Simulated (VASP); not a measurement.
# Zr6Ga (Pm-3m) in VASP: single point with PBE

Aim: the single point of Zr6Ga with PBE.

Everything below comes from runs of VASP 6.6.1. Logs are shortened: lines on timing, memory, paths and dates and some standing lists are left out, and cuts for length are marked.

**1. The cell of the first run**

The structure is cubic, space group Pm-3m (No. 221). Conventional cell: a = 4.865 Å, b = 4.865 Å, c = 4.865 Å, α = 90.00°, β = 90.00°, γ = 90.00°. Around Zr (site symmetry 4mm) lie 5 Zr at 1.98 to 2.04 Å. Around Ga (site symmetry m-3m) lie 24 Zr at 3.58 Å.

The cell was built by a generator and needn't be a form met in nature.

**2. Single point, PBE (species swapped into the SrB6 type (Pm-3m, No. 221))**

INCAR reads:

```
SYSTEM = Zr6Ga
PREC = Accurate
ENCUT = 520
EDIFF = 1E-6
ISMEAR = 0
SIGMA = 0.1
LREAL = .FALSE.
LASPH = .TRUE.
NELM = 100
ALGO = Normal
ISIF = 2
LWAVE = .FALSE.
LCHARG = .FALSE.
GGA = PE
NBANDS = 52
```

KPOINTS reads:

```
regular mesh
0
G
  4 4 4
  0 0 0
```

POSCAR reads:

```
Zr6Ga
1.0
    4.8651863800      0.0000000000      0.0000000000
    0.0000000000      4.8651863800      0.0000000000
    0.0000000000      0.0000000000      4.8651863800
Zr Ga
6 1
Direct
    0.2031388100      0.5000000000      0.5000000000
    0.5000000000      0.5000000000      0.7968611900
    0.5000000000      0.5000000000      0.2031388100
    0.5000000000      0.2031388100      0.5000000000
    0.5000000000      0.7968611900      0.5000000000
    0.7968611900      0.5000000000      0.5000000000
    0.0000000000      0.0000000000      0.0000000000
```

Potentials or basis: VASP PAW PBE potentials, release 64 (Zr_sv, Ga_d).

Run with:

```
$ cat potpaw_PBE.64/Zr_sv/POTCAR potpaw_PBE.64/Ga_d/POTCAR > POTCAR
$ mpirun -np 1 vasp_std > vasp.out
```

OUTCAR:

```text
SYSTEM = Zr6Ga
   PREC = Accurate
   ENCUT = 520
   EDIFF = 1E-6
   ISMEAR = 0
   LREAL = .FALSE.
   LASPH = .TRUE.
   NELM = 100
   ISIF = 2
   GGA = PE

 ion  position               nearest neighbor table
   1  0.203  0.500  0.500-   6 1.98   3 2.04   4 2.04   5 2.04   2 2.04   6 2.89   3 3.71   4 3.71
                             2 3.71   5 3.71   2 3.71   3 3.71   4 3.71   5 3.71
   2  0.500  0.500  0.797-   3 1.98   1 2.04   4 2.04   5 2.04   6 2.04   3 2.89   1 3.71   4 3.71
                             1 3.71   4 3.71   5 3.71   6 3.71   5 3.71   6 3.71
   3  0.500  0.500  0.203-   2 1.98   1 2.04   4 2.04   5 2.04   6 2.04   2 2.89   1 3.71   4 3.71
                             1 3.71   4 3.71   5 3.71   6 3.71   5 3.71   6 3.71
   4  0.500  0.203  0.500-   5 1.98   2 2.04   3 2.04   1 2.04   6 2.04   5 2.89   3 3.71   1 3.71
                             2 3.71   1 3.71   2 3.71   3 3.71   6 3.71   6 3.71
   5  0.500  0.797  0.500-   4 1.98   2 2.04   3 2.04   1 2.04   6 2.04   4 2.89   1 3.71   1 3.71
                             2 3.71   3 3.71   6 3.71   2 3.71   3 3.71   6 3.71
   6  0.797  0.500  0.500-   1 1.98   2 2.04   3 2.04   4 2.04   5 2.04   1 2.89   2 3.71   3 3.71
                             4 3.71   5 3.71   4 3.71   2 3.71   5 3.71   3 3.71
   7  0.000  0.000  0.000-

  LATTYP: Found a simple cubic cell.
 ALAT       =     4.8651863800

  Lattice vectors:

 A1 = (   4.8651863800,   0.0000000000,   0.0000000000)
 A2 = (   0.0000000000,   4.8651863800,   0.0000000000)
 A3 = (   0.0000000000,   0.0000000000,   4.8651863800)

Analysis of symmetry for initial positions (statically):
=====================================================================
 Subroutine PRICEL returns:
 Original cell was already a primitive cell.

 Routine SETGRP: Setting up the symmetry group for a
 simple cubic supercell.

 Subroutine GETGRP returns: Found 48 space group operations
 (whereof 48 operations were pure point group operations)
 out of a pool of 48 trial point group operations.

The static configuration has the point symmetry O_h .

Analysis of symmetry for dynamics (positions and initial velocities):
=====================================================================
 Subroutine PRICEL returns:
 Original cell was already a primitive cell.

 Routine SETGRP: Setting up the symmetry group for a
 simple cubic supercell.

 Subroutine GETGRP returns: Found 48 space group operations
 (whereof 48 operations were pure point group operations)
 out of a pool of 48 trial point group operations.

The dynamic configuration has the point symmetry O_h .

 Subroutine INISYM returns: Found 48 space group operations
 (whereof 48 operations are pure point group operations),
 and found     1 'primitive' translations

----------------------------------------------------------------------------------------

                                     Primitive cell

  volume of cell :     115.1591

  direct lattice vectors                    reciprocal lattice vectors
     4.865186380  0.000000000  0.000000000     0.205541971  0.000000000  0.000000000
     0.000000000  4.865186380  0.000000000     0.000000000  0.205541971  0.000000000
     0.000000000  0.000000000  4.865186380     0.000000000  0.000000000  0.205541971

  length of vectors
     4.865186380  4.865186380  4.865186380     0.205541971  0.205541971  0.205541971

  position of ions in fractional coordinates (direct lattice)
     0.203138810  0.500000000  0.500000000
     0.500000000  0.500000000  0.796861190
     0.500000000  0.500000000  0.203138810
     0.500000000  0.203138810  0.500000000
     0.500000000  0.796861190  0.500000000
     0.796861190  0.500000000  0.500000000
     0.000000000  0.000000000  0.000000000

  ion indices of the primitive-cell ions
   primitive index   ion index
                 1           1
                 2           2
                 3           3
                 4           4
                 5           5
                 6           6
                 7           7

----------------------------------------------------------------------------------------

 KPOINTS: regular mesh

Automatic generation of k-mesh.
 Grid dimensions read from file:
 generate k-points for:    4    4    4

 Generating k-lattice:

  Cartesian coordinates                     Fractional coordinates (reciprocal lattice)
     0.051385493  0.000000000  0.000000000     0.250000000  0.000000000  0.000000000
     0.000000000  0.051385493  0.000000000     0.000000000  0.250000000  0.000000000
     0.000000000  0.000000000  0.051385493     0.000000000  0.000000000  0.250000000

  Length of vectors
     0.051385493  0.051385493  0.051385493

  Shift w.r.t. Gamma in fractional coordinates (k-lattice)
     0.000000000  0.000000000  0.000000000

 Subroutine IBZKPT returns following result:
 ===========================================

 Found     10 irreducible k-points:

 Following reciprocal coordinates:
            Coordinates               Weight
  0.000000  0.000000  0.000000      1.000000
  0.250000  0.000000  0.000000      6.000000
  0.500000  0.000000  0.000000      3.000000
  0.250000  0.250000  0.000000     12.000000
  0.500000  0.250000  0.000000     12.000000
  0.500000  0.500000  0.000000      3.000000
  0.250000  0.250000  0.250000      8.000000
  0.500000  0.250000  0.250000     12.000000
  0.500000  0.500000  0.250000      6.000000
  0.500000  0.500000  0.500000      1.000000
   k-points           NKPTS =     10   k-points in BZ     NKDIM =     10   number of bands    NBANDS=     52
   number of dos      NEDOS =    301   number of ions     NIONS =      7
   total plane-waves  NPLWV =  46656
   dimension x,y,z NGX =    36 NGY =   36 NGZ =   36
   dimension x,y,z NGXF=    72 NGYF=   72 NGZF=   72
   ions per type =               6   1
   NGX,Y,Z   is equivalent  to a cutoff of  12.30, 12.30, 12.30 a.u.
   NGXF,Y,Z  is equivalent  to a cutoff of  24.60, 24.60, 24.60 a.u.
 SYSTEM =  Zr6Ga
   PREC   = accura    normal or accurate (medium, high low for compatibility)
   ISTART =      0    job   : 0-new  1-cont  2-samecut
   ICHARG =      2    charge: 1-file 2-atom 10-const
   ISPIN  =      1    spin polarized calculation?
   LNONCOLLINEAR =      F non collinear calculations
   LSORBIT =      F    spin-orbit coupling
   LASPH  =      T    aspherical Exc in radial PAW
   ENCUT  =  520.0 eV  38.22 Ry    6.18 a.u.   9.05  9.05  9.05*2*pi/ulx,y,z
   NELM   =    100;   NELMIN=  2; NELMDL= -5     # of ELM steps
   EDIFF  = 0.1E-05   stopping-criterion for ELM
   LREAL  =      F    real-space projection
   EDIFFG = 0.1E-04   stopping-criterion for IOM
   NSW    =      0    number of steps for IOM
   IBRION =     -1    ionic relax: 0-MD 1-quasi-New 2-CG
   NFREE  =      0    steps in history (QN), initial steepest desc. (CG)
   ISIF   =      2    stress and relaxation
   ISYM   =      2    0-nonsym 1-usesym 2-fastsym
   POTIM  = 0.5000    time-step for ionic-motion
   TEBEG  =    0.0;   TEEND  =   0.0 temperature during run
   PSTRESS=    0.0 pullay stress
   NELECT =      85.0000    total number of electrons
   NUPDOWN=      -1.0000    fix difference up-down
   EMIN   =  10.00;   EMAX   =-10.00  energy-range for DOS
   EFERMI =   0.00;   METHOD = LEGACY
   ISMEAR =     0;   SIGMA  =   0.10  broadening in eV -4-tet -1-fermi 0-gaus
   EFERMI_NEDOS =   21; number of points for ismear=-14 and -15
   IALGO  =     38    algorithm
   IMIX   =      4    mixing-type and parameters
     AMIX     =   0.40;   BMIX     =  1.00
     AMIX_MAG =   1.60;   BMIX_MAG =  1.00
  volume/ion in A,a.u.               =      16.45       111.02
  Fermi-wavevector in a.u.,A,eV,Ry     =   1.479500  2.795850 29.782071  2.188920
  Thomas-Fermi vector in A             =   2.593650
   LORBIT       =      0    0 simple, 1 ext, 2 COOP (PROOUT), +10 PAW based schemes
   GGA     = PE    functional components
   LHFCALC =     F    Hartree Fock is set to
   AEXX    =    0.0000 exact exchange contribution
   IVDW    =     0    specifies the selected vdW correction
   LEPSILON=     F    determine dielectric tensor
   LRPA    =     F    only Hartree local field effects (RPA)
 non-spin polarized calculation
 Gauss-broadening in eV      SIGMA  =   0.10
  energy-cutoff  :      520.00
  volume of cell :      115.16
 maximum number of plane-waves:      3136
   NGX = 19   NGY = 19   NGZ = 19

 number of electron      85.0000019 magnetization

 Free energy of the ion-electron system (eV)
  ---------------------------------------------------
  ext. energy  EPLUGINS =         0.00000000
  ---------------------------------------------------
  free energy    TOTEN  =         9.58577102 eV

  energy without entropy =        9.60462839  energy(sigma->0) =        9.59519971

 E-fermi :  11.4966     XC(G=0): -11.8755

 val. band max:       11.4691775827   @ k =   0.2500   0.2500   0.2500
 cond. band min:      11.5152952899   @ k =   0.5000   0.0000   0.0000
 fundamental gap:      0.0461177072
 Fermi energy:        11.4966031957

 k-point     1 :       0.0000    0.0000    0.0000
  band No.  band energies     occupation
      1     -42.2528      2.00000
      2     -37.4234      2.00000
      3     -37.4234      2.00000
      4     -37.4234      2.00000
      5     -37.2970      2.00000
      6     -37.2970      2.00000
[... 44 lines left out ...]
     51      15.7446      0.00000
     52      15.7447      0.00000

 k-point     2 :       0.2500    0.0000    0.0000
  band No.  band energies     occupation
      1     -42.1450      2.00000
      2     -38.4997      2.00000
      3     -37.4225      2.00000
      4     -37.4225      2.00000
      5     -37.2970      2.00000
      6     -36.2542      2.00000
[... 44 lines left out ...]
     51      13.9283      0.00000
     52      15.4652      0.00000
[... 383 lines left out ...]
     51      14.0910      0.00000
     52      14.5461      0.00000

 k-point    10 :       0.5000    0.5000    0.5000
  band No.  band energies     occupation
      1     -41.4060      2.00000
      2     -39.0105      2.00000
      3     -39.0105      2.00000
      4     -39.0105      2.00000
      5     -34.9896      2.00000
      6     -34.9896      2.00000
[... 44 lines left out ...]
     51      15.5191      0.00000
     52      15.6122      0.00000

------------------------ aborting loop because EDIFF is reached ----------------------------------------

  FORCE on cell =-STRESS in cart. coord.  units (eV):
  Direction    XX          YY          ZZ          XY          YZ          ZX
  --------------------------------------------------------------------------------------
  -------------------------------------------------------------------------------------
  Total      142.3940551    142.3940551    142.3940551      0.0000000      0.0000000     -0.0000000
  in kB     1981.0890324   1981.0890324   1981.0890324      0.0000000      0.0000000     -0.0000000
  external PRESSURE =    1981.0890324 kB  Pullay stress =       0.0000000 kB

 VOLUME and BASIS-vectors are now :
 -----------------------------------------------------------------------------
  energy-cutoff  :      520.00
  volume of cell :      115.16
      direct lattice vectors                 reciprocal lattice vectors
     4.865186380  0.000000000  0.000000000     0.205541971  0.000000000  0.000000000
     0.000000000  4.865186380  0.000000000     0.000000000  0.205541971  0.000000000
     0.000000000  0.000000000  4.865186380     0.000000000  0.000000000  0.205541971

 POSITION                                       TOTAL-FORCE (eV/Angst)
 -----------------------------------------------------------------------------------
      0.98831      2.43259      2.43259       -24.318959     -0.000000     -0.000000
      2.43259      2.43259      3.87688        -0.000000      0.000000     24.318959
      2.43259      2.43259      0.98831        -0.000000     -0.000000    -24.318959
      2.43259      0.98831      2.43259        -0.000000    -24.318959     -0.000000
      2.43259      3.87688      2.43259        -0.000000     24.318959     -0.000000
      3.87688      2.43259      2.43259        24.318959      0.000000     -0.000000
      0.00000      0.00000      0.00000        -0.000000     -0.000000     -0.000000
 -----------------------------------------------------------------------------------
    total drift:                                0.000000      0.000000      0.000000

  FREE ENERGIE OF THE ION-ELECTRON SYSTEM (eV)
  ---------------------------------------------------
  free  energy   TOTEN  =         9.5857710244 eV

  energy  without entropy=        9.6046283870  energy(sigma->0) =        9.59519971
```

It took 41 s on 1 thread of Intel Xeon Platinum 8375C at 2.90GHz (Ice Lake), shared host; peak memory 0.22 GiB.

Results:

| Quantity | Value |
| --- | --- |
| Free energy | 9.5858 eV |
| Pressure | 198.1 GPa |
| Largest force | 24.319 eV/Å |
| Band gap on the k mesh | none (metal or under the smearing width) |

Forces on the atoms (eV/Å):
```
Zr  -24.319   0.000   0.000
Zr    0.000   0.000  24.319
Zr    0.000   0.000 -24.319
Zr    0.000 -24.319   0.000
Zr    0.000  24.319   0.000
Zr   24.319   0.000   0.000
Ga    0.000   0.000   0.000
```

Caveat: a pressure of tens of GPa on the cell as given is suspect, and the run, the potentials or the cell itself is likely at fault; forces of over 1 eV/Å show positions far from the minimum, so gaps and moduli don't describe the material at rest.
